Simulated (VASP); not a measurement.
# AlN: exact exchange and RPA correlation, part 5 of 7

Aim: total energies of AlN from exact exchange and RPA correlation, beside cheaper functionals. The scan starts from a database cell, scaled to the smallest volume of the series. The cell is of the wurtzite type, one of the forms listed for this formula. The start is a cell from a database of measured crystal structures.

VASP 6.6.1, plane waves and PAW; the level of theory is named at each step.

So far. Step 21 (Orbitals for comparison: HSE06, volume ratio 0.99): The run ends at a pressure of -2.55 GPa, with forces up to 0.13 eV/Å. Step 22 (Comparison: HSE06, volume ratio 0.99): Its energy is -8.7520 eV an atom, on a zero of its own.

The database entry behind the starting cell differs from later determinations by our own check (inner coordinate u about 0.002 short), so it need not match the best structure at ambient conditions.

### Step 23. Orbitals, volume ratio 1.02

This step: LDA; plane waves and PAW (Al_GW, N_GW) (VASP 6.6.1).

The same chain follows at a volume ratio of 1.02.

Input file INCAR:

```
SYSTEM = AlN
PREC = Accurate
ENCUT = 570
EDIFF = 1E-08
NELM = 100
ISMEAR = 0
SIGMA = 0.05
LREAL = .FALSE.
ALGO = Normal
GGA = CA
NBANDS = 14
LORBIT = 11
LWAVE = .TRUE.
LCHARG = .FALSE.
KPAR = 4
```

Input file POSCAR:

```
AlN
1.0
    3.1336164949      0.0000000000      0.0000000000
   -1.5668082474      2.7137914903      0.0000000000
    0.0000000000      0.0000000000      5.0139877163
Al N
2 2
Direct
    0.6666666667      0.3333333333      0.5000000000
    0.3333333333      0.6666666667      0.0000000000
    0.6666666667      0.3333333333      0.8800000000
    0.3333333333      0.6666666667      0.3800000000
```

Input file KPOINTS:

```
Automatic mesh
0
Gamma
6 6 4
0 0 0
```

Potentials, in the order of the species: Al_GW and N_GW (LDA family, release 64).

Run with:

```bash
$ mpirun -np 4 vasp_std
```

Log:

```text
[... set-up lines as in an earlier step ...]
 entering main loop
       N       E                     dE             d eps       ncg     rms          rms(c)
DAV:   1     0.660305841553E+02    0.66031E+02   -0.77984E+03   588   0.111E+03
DAV:   2    -0.324270930513E+02   -0.98458E+02   -0.87083E+02   886   0.314E+02
DAV:   3    -0.376501584677E+02   -0.52231E+01   -0.51846E+01   828   0.583E+01
DAV:   4    -0.377386123446E+02   -0.88454E-01   -0.88398E-01   708   0.100E+01
[...]
DAV:  13    -0.328641140257E+02    0.61119E-06   -0.23714E-06   990   0.172E-02    0.182E-04
DAV:  14    -0.328641140372E+02   -0.11499E-07   -0.52004E-08   744   0.196E-03    0.126E-04
DAV:  15    -0.328641140379E+02   -0.67507E-09   -0.20816E-09   588   0.484E-04
   1 F= -.32864114E+02 E0= -.32864114E+02  d E =-.887447E-14
 writing wavefunctions
```

The job ended after 4 s (4 MPI ranks of Intel Xeon Platinum 8259CL at 2.50GHz (Skylake/Cascade Lake), shared host; peak memory 0.56 GiB; 14 s of CPU time).

OUTCAR, selected parts (step 23):

```text
  Total       -2.3410365     -2.3410365     -1.8730707     -0.0000000      0.0000000      0.0000000
  in kB      -87.9656630    -87.9656630    -70.3816063     -0.0000000      0.0000000      0.0000000
  external PRESSURE =     -82.1043108 kB  Pullay stress =       0.0000000 kB

 POSITION                                       TOTAL-FORCE (eV/Angst)
 -----------------------------------------------------------------------------------
      1.56681      0.90460      2.50699        -0.000000      0.000000     -0.104283
     -0.00000      1.80919      0.00000         0.000000     -0.000000     -0.104283
      1.56681      0.90460      4.41231         0.000000     -0.000000      0.104283
     -0.00000      1.80919      1.90532        -0.000000      0.000000      0.104283
 -----------------------------------------------------------------------------------
    total drift:                                0.000000      0.000000     -0.000127

  FREE ENERGIE OF THE ION-ELECTRON SYSTEM (eV)
  ---------------------------------------------------
  free  energy   TOTEN  =       -32.8641140379 eV

  energy  without entropy=      -32.8641140379  energy(sigma->0) =      -32.86411404

[... 1 part as in an earlier step ...]

[... 2 further parts left out ...]
[key lines of the parts left out:]
E-fermi :   5.0580
```

The run ends at a pressure of -8.21 GPa, with forces up to 0.10 eV/Å.

### Step 24. Exact exchange, volume ratio 1.02

This step: Hartree-Fock energy on LDA orbitals; plane waves and PAW (Al_GW, N_GW) (VASP 6.6.1).

Exact exchange at this point.

Input file INCAR:

```
SYSTEM = AlN
PREC = Accurate
ENCUT = 570
ISMEAR = 0
SIGMA = 0.05
LREAL = .FALSE.
GGA = CA
NBANDS = 14
ALGO = Eigenval
NELM = 1
LHFCALC = .TRUE.
AEXX = 1
ALDAC = 0
AGGAC = 0
PRECFOCK = Normal
LWAVE = .FALSE.
LCHARG = .FALSE.
```

POSCAR is that of step 23.

KPOINTS is that of step 23.

The WAVECAR or CHGCAR of an earlier step is read.

Run with:

```bash
$ mpirun -np 4 vasp_std
```

Log:

```text
[... set-up lines as in an earlier step ...]
 entering main loop
       N       E                     dE             d eps       ncg     rms          rms(c)
EIG:   1    -0.513398450520E+02   -0.51340E+02    0.00000E+00     0   0.000E+00
   1 F= -.51339845E+02 E0= -.51339845E+02  d E =-.644941E-16
```

Elapsed: 81 s, on 4 MPI ranks; peak memory 0.52 GiB; 5.4 min of CPU time.

From OUTCAR (step 24):

```text
 POSITION                                       TOTAL-FORCE (eV/Angst)
 -----------------------------------------------------------------------------------
      1.56681      0.90460      2.50699         0.000000     -0.000000     -0.138375
     -0.00000      1.80919      0.00000         0.000000      0.000000     -0.138375
      1.56681      0.90460      4.41231        -0.000000      0.000000      0.138375
     -0.00000      1.80919      1.90532        -0.000000     -0.000000      0.138375
 -----------------------------------------------------------------------------------
    total drift:                                0.000000      0.000000     -0.058820

  FREE ENERGIE OF THE ION-ELECTRON SYSTEM (eV)
  ---------------------------------------------------
  free  energy   TOTEN  =       -51.3398450520 eV

  energy  without entropy=      -51.3398450520  energy(sigma->0) =      -51.33984505

[... 2 parts as in an earlier step ...]

[... 1 further part left out ...]
[key lines of the parts left out:]
E-fermi :   5.0820
```

The Hartree-Fock energy on these orbitals is -12.8350 eV an atom.

### Step 25. Empty bands, volume ratio 1.02

This step: LDA; plane waves and PAW (Al_GW, N_GW) (VASP 6.6.1).

The empty bands are made again, for the run that follows.

Input file INCAR:

```
SYSTEM = AlN
PREC = Accurate
ENCUT = 570
ISMEAR = 0
SIGMA = 0.05
LREAL = .FALSE.
GGA = CA
NBANDS = 1332
ALGO = Exact
NELM = 1
LWAVE = .TRUE.
LCHARG = .FALSE.
LOPTICS = .TRUE.
NEDOS = 1000
CSHIFT = 0.1
```

POSCAR is that of step 24.

KPOINTS is that of step 24.

Run with:

```bash
$ mpirun -np 4 vasp_std
```

Log:

```text
[banner, memory and clock lines left out]
running    4 mpi-ranks, on    1 nodes
[...]
LDA part: xc-table for (Slater(with rela. corr.)+CA(PZ))
 , standard interpolation
 found WAVECAR, reading the header
  number of bands has changed, file:    14 present:  1332
  trying to continue reading WAVECAR, but it might fail
 POSCAR, INCAR and KPOINTS ok, starting setup
[...]
reading WAVECAR
 random initialization beyond band           14
 the WAVECAR file was read successfully
 initial charge from wavefunction
 entering main loop
       N       E                     dE             d eps       ncg     rms          rms(c)
DIA:   1    -0.328641140390E+02   -0.32864E+02    0.00000E+00     0   0.000E+00
   1 F= -.32864114E+02 E0= -.32864114E+02  d E =-.131134E-94
 writing wavefunctions
 optical routines
 imaginary and real dielectric function
 recalculating local potential from charge density
 direction            1
 direction            2
 direction            3
```

Elapsed: 48 s, on 4 MPI ranks; peak memory 1.9 GiB.

Parts of OUTCAR (step 25):

```text
  Total       -2.3412534     -2.3412534     -1.8732717     -0.0000000      0.0000000      0.0000000
  in kB      -87.9738114    -87.9738114    -70.3891564     -0.0000000      0.0000000      0.0000000
  external PRESSURE =     -82.1122597 kB  Pullay stress =       0.0000000 kB

 POSITION                                       TOTAL-FORCE (eV/Angst)
 -----------------------------------------------------------------------------------
      1.56681      0.90460      2.50699        -0.000000      0.000000     -0.104285
     -0.00000      1.80919      0.00000         0.000000      0.000000     -0.104285
      1.56681      0.90460      4.41231        -0.000000      0.000000      0.104285
     -0.00000      1.80919      1.90532         0.000000      0.000000      0.104285
 -----------------------------------------------------------------------------------
    total drift:                                0.000000      0.000000     -0.000122

  FREE ENERGIE OF THE ION-ELECTRON SYSTEM (eV)
  ---------------------------------------------------
  free  energy   TOTEN  =       -32.8641140390 eV

  energy  without entropy=      -32.8641140390  energy(sigma->0) =      -32.86411404

[... 1 part as in an earlier step ...]

[... 2 further parts left out ...]
[key lines of the parts left out:]
E-fermi :   5.5384
```

WAVECAR now holds 1332 bands for 16 electrons.

### Step 26. RPA correlation, volume ratio 1.02

This step: RPA correlation on LDA orbitals; plane waves and PAW (Al_GW, N_GW) (VASP 6.6.1).

RPA correlation at this point.

Input file INCAR:

```
SYSTEM = AlN
PREC = Accurate
ENCUT = 570
ISMEAR = 0
SIGMA = 0.05
LREAL = .FALSE.
GGA = CA
NBANDS = 1332
ALGO = ACFDT
ENCUTGW = 160
NOMEGA = 12
PRECFOCK = Fast
LWAVE = .FALSE.
LCHARG = .FALSE.
```

POSCAR is that of step 25.

KPOINTS is that of step 25.

Run with:

```bash
$ mpirun -np 4 vasp_std
```

Log:

```text
[banner, memory and clock lines left out]
running    4 mpi-ranks, on    1 nodes
[...]
LDA part: xc-table for (Slater(with rela. corr.)+CA(PZ))
 , standard interpolation
 found WAVECAR, reading the header
 POSCAR, INCAR and KPOINTS ok, starting setup
[...]
reading WAVECAR
 the WAVECAR file was read successfully
 initial charge from wavefunction
 available memory per node:    131.52 GB, setting MAXMEM to    134676

 The Fermi energy was updated, please check that it is located mid-gap
 values below the HOMO (VB) or above the LUMO (CB) will cause erroneous energies
 E-fermi :   6.8494

 the WAVEDER file was read successfully
 set NWRITE>2 for more details about minimax calculation
 number of imaginary grid points requested:      12
 number of distinct grids requested:  1
 quadrature errors minimized for energies in [ 0.407E+01, 0.574E+03 ]
 bosonic grid (T=0, re) determined with error: 0.5242E-08
 bosonic grid (re): 0.5242E-08
       0.9024       2.9044       5.5565       9.5018      15.7655
[...]
NQ=  15    0.0000    0.0000    0.5000,
|.........|.........|.........|.........
 performed     272595000 updates of chi_q(r,r)
 total number of BLAS operations      84814.27 Gflops
NQ=  16    0.1667   -0.0000    0.5000,
|.........|.........|.........|.........
 performed     290768000 updates of chi_q(r,r)
 total number of BLAS operations      90173.82 Gflops
NQ=  17    0.3333    0.0000    0.5000,
|.........|.........|.........|.........
 performed     308941000 updates of chi_q(r,r)
 total number of BLAS operations      95989.30 Gflops
NQ=  18    0.5000   -0.0000    0.5000,
|.........|.........|.........|.........
 performed     327114000 updates of chi_q(r,r)
 total number of BLAS operations     101804.78 Gflops
NQ=  19    0.1667    0.1667    0.5000,
|.........|.........|.........|.........
 performed     345287000 updates of chi_q(r,r)
 total number of BLAS operations     107504.53 Gflops
NQ=  20    0.3333    0.1667    0.5000,
|.........|.........|.........|.........
 performed     363460000 updates of chi_q(r,r)
 total number of BLAS operations     113089.72 Gflops
NQ=  21    0.3333    0.3333    0.5000,
|.........|.........|.........|.........
 performed     381633000 updates of chi_q(r,r)
 total number of BLAS operations     118119.53 Gflops
 entering main loop
```

It took 28 min on 4 MPI ranks; peak memory 5.4 GiB; 1.7 h of CPU time.

OUTCAR, selected parts (step 26):

```text
      cutoff energy     smooth cutoff   RPA   correlation   Hartree contr. to MP2
---------------------------------------------------------------------------------
            160.000           128.000      -22.2149541122      -35.9955687580
            152.381           121.905      -21.9600863881      -35.6683967599
            145.125           116.100      -21.6915135486      -35.3180403920
            138.214           110.571      -21.4119400076      -34.9476711339
            131.632           105.306      -21.1193329264      -34.5541529993
            125.364           100.291      -20.8151181044      -34.1390642728
            119.394            95.516      -20.5008950920      -33.7035927883
            113.709            90.967      -20.1728715289      -33.2420295277
  linear regression

[... 2 parts as in an earlier step ...]

[... 2 further parts left out ...]
[key lines of the parts left out:]
E-fermi :   6.8494
```

Extrapolated by the program to an infinite response cutoff, the correlation energy is -6.3092 eV an atom, -18 meV against the point before. With exact exchange the total is -19.1442 eV an atom.

### Step 27. Comparison: r2SCAN, volume ratio 1.02

This step: r2SCAN; plane waves and PAW (Al_GW, N_GW) (VASP 6.6.1).

The comparison at this point.

Input file INCAR:

```
SYSTEM = AlN
PREC = Accurate
ENCUT = 570
EDIFF = 1E-06
NELM = 100
ISMEAR = 0
SIGMA = 0.05
LREAL = .FALSE.
ALGO = Normal
METAGGA = R2SCAN
LASPH = .TRUE.
NBANDS = 14
LWAVE = .FALSE.
LCHARG = .FALSE.
KPAR = 4
```

POSCAR is that of step 26.

KPOINTS is that of step 26.

Run with:

```bash
$ mpirun -np 4 vasp_std
```

Log:

```text
[... set-up lines as in an earlier step ...]
 entering main loop
       N       E                     dE             d eps       ncg     rms          rms(c)
DAV:   1    -0.175498130978E+02   -0.17550E+02   -0.80826E+03   588   0.115E+03
DAV:   2    -0.119834721503E+03   -0.10228E+03   -0.90666E+02   894   0.327E+02
DAV:   3    -0.125200342811E+03   -0.53656E+01   -0.53285E+01   828   0.600E+01
DAV:   4    -0.125287639099E+03   -0.87296E-01   -0.87277E-01   708   0.103E+01
[...]
DAV:  10    -0.116054613881E+03   -0.36225E-03   -0.11713E-03   684   0.280E-01    0.556E-02
DAV:  11    -0.116054573907E+03    0.39974E-04   -0.20473E-04   988   0.192E-01    0.252E-03
DAV:  12    -0.116054573860E+03    0.47208E-07   -0.55024E-06   792   0.244E-02
   1 F= -.11605457E+03 E0= -.11605457E+03  d E =-.173910E-11
```

It took 16 s on 4 MPI ranks; peak memory 0.63 GiB.

OUTCAR, selected parts (step 27):

```text
  Total       -1.7008185     -1.7008185     -1.1813035     -0.0000000      0.0000000      0.0000000
  in kB      -63.9091373    -63.9091373    -44.3880924     -0.0000000      0.0000000      0.0000000
  external PRESSURE =     -57.4021223 kB  Pullay stress =       0.0000000 kB

 POSITION                                       TOTAL-FORCE (eV/Angst)
 -----------------------------------------------------------------------------------
      1.56681      0.90460      2.50699         0.000000     -0.000000     -0.105947
     -0.00000      1.80919      0.00000        -0.000000      0.000000     -0.105947
      1.56681      0.90460      4.41231        -0.000000     -0.000000      0.105947
     -0.00000      1.80919      1.90532         0.000000      0.000000      0.105947
 -----------------------------------------------------------------------------------
    total drift:                                0.000000      0.000000     -0.025936

  FREE ENERGIE OF THE ION-ELECTRON SYSTEM (eV)
  ---------------------------------------------------
  free  energy   TOTEN  =      -116.0545738600 eV

  energy  without entropy=     -116.0545738600  energy(sigma->0) =     -116.05457386

[... 2 parts as in an earlier step ...]

[... 1 further part left out ...]
[key lines of the parts left out:]
E-fermi :   5.0471
```

Its energy is -29.0136 eV an atom, on a zero of its own.

### Step 28. Orbitals for comparison: HSE06, volume ratio 1.02

This step: LDA; plane waves and PAW (Al_GW, N_GW) (VASP 6.6.1).

Starting orbitals, as before.

Input file INCAR:

```
SYSTEM = AlN
PREC = Accurate
ENCUT = 570
EDIFF = 1E-05
NELM = 100
ISMEAR = 0
SIGMA = 0.05
LREAL = .FALSE.
ALGO = Normal
GGA = CA
NBANDS = 14
LORBIT = 11
LWAVE = .TRUE.
LCHARG = .FALSE.
KPAR = 4
```

POSCAR is that of step 27.

KPOINTS is that of step 27.

Run with:

```bash
$ mpirun -np 4 vasp_std
```

Log:

```text
[... set-up lines as in an earlier step ...]
 entering main loop
       N       E                     dE             d eps       ncg     rms          rms(c)
[... 11 cycles as in an earlier step ...]
DAV:  12    -0.328641146280E+02   -0.15860E-06   -0.60835E-07   498   0.825E-03
   1 F= -.32864115E+02 E0= -.32864115E+02  d E =-.708053E-14
 writing wavefunctions
```

Wall time 4.2 s (4 MPI ranks); peak memory 0.56 GiB; 12 s of CPU time.

Parts of OUTCAR (step 28):

```text
  Total       -2.3526966     -2.3526966     -1.8847255     -0.0000000      0.0000000      0.0000000
  in kB      -88.4037967    -88.4037967    -70.8195395     -0.0000000      0.0000000      0.0000000
  external PRESSURE =     -82.5423776 kB  Pullay stress =       0.0000000 kB

 POSITION                                       TOTAL-FORCE (eV/Angst)
 -----------------------------------------------------------------------------------
      1.56681      0.90460      2.50699         0.000000     -0.000000     -0.104169
     -0.00000      1.80919      0.00000        -0.000000      0.000000     -0.104169
      1.56681      0.90460      4.41231         0.000000      0.000000      0.104169
     -0.00000      1.80919      1.90532        -0.000000      0.000000      0.104169
 -----------------------------------------------------------------------------------
    total drift:                                0.000000      0.000000     -0.000665

  FREE ENERGIE OF THE ION-ELECTRON SYSTEM (eV)
  ---------------------------------------------------
  free  energy   TOTEN  =       -32.8641146280 eV

  energy  without entropy=      -32.8641146280  energy(sigma->0) =      -32.86411463

[... 2 parts as in an earlier step ...]

[... 1 further part left out ...]
[key lines of the parts left out:]
E-fermi :   5.0599
```

The run ends at a pressure of -8.25 GPa, with forces up to 0.10 eV/Å.

### Step 29. Comparison: HSE06, volume ratio 1.02

This step: HSE06; plane waves and PAW (Al_GW, N_GW) (VASP 6.6.1).

The comparison at this point.

Input file INCAR:

```
SYSTEM = AlN
PREC = Accurate
ENCUT = 570
EDIFF = 1E-06
NELM = 100
ISMEAR = 0
SIGMA = 0.05
LREAL = .FALSE.
ALGO = Normal
LHFCALC = .TRUE.
AEXX = 0.25
GGA = PE
HFSCREEN = 0.2
LASPH = .TRUE.
NBANDS = 14
PRECFOCK = Fast
LWAVE = .FALSE.
LCHARG = .FALSE.
KPAR = 4
```

POSCAR is that of step 28.

KPOINTS is that of step 28.

The WAVECAR or CHGCAR of an earlier step is read.

Run with:

```bash
$ mpirun -np 4 vasp_std
```

Log:

```text
[... set-up lines as in an earlier step ...]
 entering main loop
       N       E                     dE             d eps       ncg     rms          rms(c)
DAV:   1    -0.349858208355E+02   -0.34986E+02   -0.96978E-01   648   0.154E+01    0.772E-01
DAV:   2    -0.349873777292E+02   -0.15569E-02   -0.27496E-02   804   0.190E+00    0.517E-01
DAV:   3    -0.349822514085E+02    0.51263E-02   -0.61065E-03   822   0.693E-01    0.330E-01
DAV:   4    -0.349815651879E+02    0.68622E-03   -0.11614E-03   798   0.245E-01    0.219E-01
[...]
DAV:   9    -0.349810276722E+02    0.40903E-05   -0.13102E-06   462   0.168E-02    0.127E-02
DAV:  10    -0.349810264745E+02    0.11977E-05   -0.88469E-07   432   0.903E-03    0.748E-03
DAV:  11    -0.349810261878E+02    0.28668E-06   -0.22948E-07   420   0.458E-03
   1 F= -.34981026E+02 E0= -.34981026E+02  d E =-.988240E-11
```

Wall time 5.1 min (4 MPI ranks); peak memory 1.1 GiB; 16 min of CPU time.

OUTCAR, selected parts (step 29):

```text
 POSITION                                       TOTAL-FORCE (eV/Angst)
 -----------------------------------------------------------------------------------
      1.56681      0.90460      2.50699         0.000000      0.000000     -0.110001
     -0.00000      1.80919      0.00000        -0.000000     -0.000000     -0.110001
      1.56681      0.90460      4.41231        -0.000000     -0.000000      0.110001
     -0.00000      1.80919      1.90532         0.000000      0.000000      0.110001
 -----------------------------------------------------------------------------------
    total drift:                                0.000001     -0.000000     -0.004849

  FREE ENERGIE OF THE ION-ELECTRON SYSTEM (eV)
  ---------------------------------------------------
  free  energy   TOTEN  =       -34.9810261878 eV

  energy  without entropy=      -34.9810261878  energy(sigma->0) =      -34.98102619

[... 2 parts as in an earlier step ...]

[... 1 further part left out ...]
[key lines of the parts left out:]
E-fermi :   4.3737
```

Its energy is -8.7453 eV an atom, on a zero of its own.

(Part 5 of 7 ends here.)

[Lines on the potential files, build, host, timing and source positions are cut from VASP's logs without a mark.]

[Logs are printed without paths, hosts, clocks, repeated set-up lines and the standing remarks that a program may print on its own settings, such as how far it seeks lower states.]

[Hosts, paths, dates, database ids (printed as entryN), source tags and the programs' standing remarks are cut or masked in the printed files.]

[Pressures printed for these runs are not shown converged in the cutoff: they can be off by several GPa and have the wrong sign.]
